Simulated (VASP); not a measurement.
Method: r2SCAN meta-GGA, VASP's PBE PAW potentials (set 64) (plane waves; VASP 6.6.1).

Input for VASP

### INCAR
```
ISIF = 4   # ions and shape, fixed volume
ENCUT = 520   # plane-wave cut-off (eV)
LMAXMIX = 4
PREC = Accurate
SYSTEM = Ru
LMIXTAU = .TRUE.
IBRION = 2
LASPH = .TRUE.   # aspherical one-centre terms
EDIFF = 1E-7   # SCF stop (eV)
SIGMA = 0.1   # width (eV)
LWAVE = .FALSE.
LREAL = .FALSE.
NSW = 30
LCHARG = .FALSE.
METAGGA = R2SCAN
NELM = 100   # most electronic steps
EDIFFG = -0.01
ISMEAR = 1   # Methfessel-Paxton
ALGO = Normal
```

**KPOINTS**
```
Automatic mesh
0
Gamma
15 15 9
0 0 0
```

POSCAR:
```
Ru
1
    1.3810589498    -2.3920644279     0.0000000000
    1.3810589498     2.3920644279     0.0000000000
    0.0000000000     0.0000000000     4.3492004679
Ru
2
Direct
  0.3333330000   0.6666670000   0.2500000000
  0.6666670000   0.3333330000   0.7500000000
```

POTCAR, in this order: Ru_pv (PBE.64 set). Program: vasp_std.

Output of the run:

**OSZICAR**
```
       N       E                     dE             d eps       ncg     rms          rms(c)
DAV:   1     0.256019876449E+03    0.25602E+03   -0.18542E+04  4860   0.176E+03
DAV:   2    -0.544022471078E+02   -0.31042E+03   -0.30458E+03  5138   0.507E+02
DAV:   3    -0.614525497650E+02   -0.70503E+01   -0.68634E+01  5162   0.822E+01
DAV:   4    -0.615310826876E+02   -0.78533E-01   -0.78454E-01  6324   0.759E+00
DAV:   5    -0.615322459296E+02   -0.11632E-02   -0.11632E-02  5458   0.805E-01    0.202E+01
DAV:   6    -0.516770533699E+02    0.98552E+01   -0.13220E+01  4866   0.418E+01    0.131E+00
DAV:   7    -0.501621875384E+02    0.15149E+01   -0.54559E-01  4952   0.738E+00    0.950E-01
DAV:   8    -0.506860979070E+02   -0.52391E+00   -0.66163E-01  4906   0.648E+00    0.128E+00
DAV:   9    -0.506943062016E+02   -0.82083E-02   -0.10440E-02  4926   0.108E+00    0.811E-01
DAV:  10    -0.507646773070E+02   -0.70371E-01   -0.16727E-02  4876   0.148E+00    0.454E-01
DAV:  11    -0.507633102218E+02    0.13671E-02   -0.11276E-03  5318   0.330E-01    0.350E-01
DAV:  12    -0.507631785747E+02    0.13165E-03   -0.14597E-03  4930   0.392E-01    0.213E-01
DAV:  13    -0.507643291301E+02   -0.11506E-02   -0.43482E-03  4910   0.680E-01    0.464E-02
DAV:  14    -0.507682341505E+02   -0.39050E-02   -0.99490E-04  4924   0.323E-01    0.308E-02
DAV:  15    -0.507682973373E+02   -0.63187E-04   -0.91089E-05  5724   0.767E-02    0.304E-02
DAV:  16    -0.507682960318E+02    0.13055E-05   -0.32575E-06  6638   0.125E-02    0.330E-02
DAV:  17    -0.507682888209E+02    0.72109E-05   -0.95708E-06  5034   0.327E-02    0.231E-02
DAV:  18    -0.507682934111E+02   -0.45902E-05   -0.38134E-06  5030   0.162E-02    0.115E-02
DAV:  19    -0.507682935834E+02   -0.17224E-06   -0.34816E-07  4978   0.435E-03    0.848E-03
DAV:  20    -0.507682934235E+02    0.15984E-06   -0.31951E-07  3900   0.659E-03    0.491E-03
DAV:  21    -0.507682932825E+02    0.14103E-06   -0.41908E-07  4718   0.715E-03    0.171E-03
DAV:  22    -0.507682929417E+02    0.34076E-06   -0.44563E-08  2562   0.200E-03    0.194E-03
DAV:  23    -0.507682933772E+02   -0.43545E-06   -0.24358E-07  3450   0.526E-03    0.552E-04
DAV:  24    -0.507682932401E+02    0.13707E-06   -0.52755E-09  2518   0.840E-04    0.296E-04
DAV:  25    -0.507682932866E+02   -0.46539E-07   -0.13120E-09  2504   0.306E-04
   1 F= -.50768293E+02 E0= -.50767800E+02  d E =-.507683E+02
       N       E                     dE             d eps       ncg     rms          rms(c)
DAV:   1    -0.507686592946E+02   -0.36605E-03   -0.15572E-02  4892   0.111E+00    0.119E-01
DAV:   2    -0.507683159172E+02    0.34338E-03   -0.45658E-04  4916   0.197E-01    0.519E-02
DAV:   3    -0.507682881540E+02    0.27763E-04   -0.21711E-04  6138   0.123E-01    0.141E-02
DAV:   4    -0.507683038543E+02   -0.15700E-04   -0.99030E-06  5038   0.351E-02    0.101E-02
DAV:   5    -0.507683004866E+02    0.33677E-05   -0.15967E-06  6474   0.130E-02    0.458E-03
DAV:   6    -0.507683076812E+02   -0.71947E-05   -0.37887E-06  4952   0.216E-02    0.678E-04
DAV:   7    -0.507683054240E+02    0.22572E-05   -0.64705E-07  4968   0.797E-03    0.354E-04
DAV:   8    -0.507683063986E+02   -0.97456E-06   -0.30835E-08  2532   0.194E-03    0.105E-04
DAV:   9    -0.507683059190E+02    0.47958E-06   -0.21134E-09  2510   0.529E-04    0.510E-05
DAV:  10    -0.507683063128E+02   -0.39383E-06   -0.77303E-10  2502   0.291E-04    0.285E-05
DAV:  11    -0.507683061843E+02    0.12855E-06   -0.24854E-10  2484   0.119E-04    0.237E-05
DAV:  12    -0.507683062176E+02   -0.33316E-07   -0.11930E-10  2488   0.613E-05
   2 F= -.50768306E+02 E0= -.50767815E+02  d E =-.129310E-04
```

OUTCAR:
```
------------------------ aborting loop because EDIFF is reached ----------------------------------------
  FORCE on cell =-STRESS in cart. coord.  units (eV):
  Direction    XX          YY          ZZ          XY          YZ          ZX
  --------------------------------------------------------------------------------------
  Total       -3.0854293     -3.0854296     -3.1133264      0.0000000     -0.0000000      0.0000000
  in kB     -172.0290003   -172.0290197   -173.5844124      0.0000000     -0.0000000      0.0000000
  external PRESSURE =    -172.5474775 kB  Pullay stress =       0.0000000 kB
  volume of cell :       28.74
      direct lattice vectors                 reciprocal lattice vectors
     1.380432718 -2.390979739 -0.000000000     0.362205266 -0.209119296  0.000000000
     1.380432718  2.390979739  0.000000000     0.362205266  0.209119296 -0.000000000
     0.000000000  0.000000000  4.353147426     0.000000000 -0.000000000  0.229718845
 POSITION                                       TOTAL-FORCE (eV/Angst)
 -----------------------------------------------------------------------------------
      1.38043      0.79699      1.08829        -0.000000      0.000000      0.000000
      1.38043     -0.79699      3.26486         0.000000     -0.000000      0.000000
 -----------------------------------------------------------------------------------
    total drift:                               -0.000000      0.000534     -0.000045
  FREE ENERGIE OF THE ION-ELECTRON SYSTEM (eV)
  ---------------------------------------------------
  free  energy   TOTEN  =       -50.7683062176 eV

  energy  without entropy=      -50.7668335235  energy(sigma->0) =      -50.76781532

 reached required accuracy - stopping structural energy minimisation
```
(Selected blocks of OUTCAR.)

**CONTCAR**
```
Ru
   1.00000000000000
     1.3804327180308393   -2.3909797387893890   -0.0000000000000000
     1.3804327180308393    2.3909797387893890    0.0000000000000000
     0.0000000000000000    0.0000000000000000    4.3531474262026508
  Ru
     2
Direct
     0.3333330000000032    0.6666669999999968    0.2500000000000000
     0.6666669999999968    0.3333330000000032    0.7500000000000000
```

**OUTCAR**
```
 val. band max:       11.6930476657   @ k =   0.2667   0.0000   0.3333

 cond. band min:      11.7007993998   @ k =   0.2667   0.2000   0.1111


 Fermi energy:        11.6966138536

 k-point     1 :       0.0000    0.0000    0.0000
  band No.  band energies     occupation
      1     -33.1585      2.00000
      2     -32.3290      2.00000
      3     -32.3290      2.00000
      4     -32.1726      2.00000
      5     -32.1726      2.00000
      6     -32.1267      2.00000
      7       3.7044      2.00000
      8       5.6760      2.00000
      9       9.2352      2.00000
     10       9.2352      2.00000
     11       9.4346      2.00000
     12       9.8817      2.00000
     13       9.8817      2.00000
     14      10.3449      2.00000
     15      10.3449      2.00000
     16      12.8448     -0.00000
     17      12.8448     -0.00000
     18      13.0495     -0.00000

 k-point     2 :       0.0667    0.0000    0.0000
  band No.  band energies     occupation
      1     -33.1448      2.00000
      2     -32.3573      2.00000
      3     -32.3387      2.00000
      4     -32.2022      2.00000
      5     -32.1764      2.00000
      6     -32.1332      2.00000
      7       3.8676      2.00000
      8       5.7984      2.00000
      9       8.9411      2.00000
     10       9.3635      2.00000
     11       9.6886      2.00000
     12       9.8176      2.00000
     13       9.9992      2.00000
     14      10.1917      2.00000
     15      10.2496      2.00000
     16      11.6675      1.47019
     17      12.9027     -0.00000
     18      14.4470      0.00000

 k-point     3 :       0.1333    0.0000    0.0000
  band No.  band energies     occupation
      1     -33.1052      2.00000
      2     -32.4372      2.00000
      3     -32.3654      2.00000
      4     -32.2851      2.00000
      5     -32.1879      2.00000
      6     -32.1525      2.00000
      7       4.3325      2.00000
      8       6.1183      2.00000
      9       8.5352      2.00000
...
```

The compound is Ru in the hcp structure. This cell is one point of a volume scan, at 1.06 of the reference volume. Symmetry was kept, so distortions that lower it aren't found.
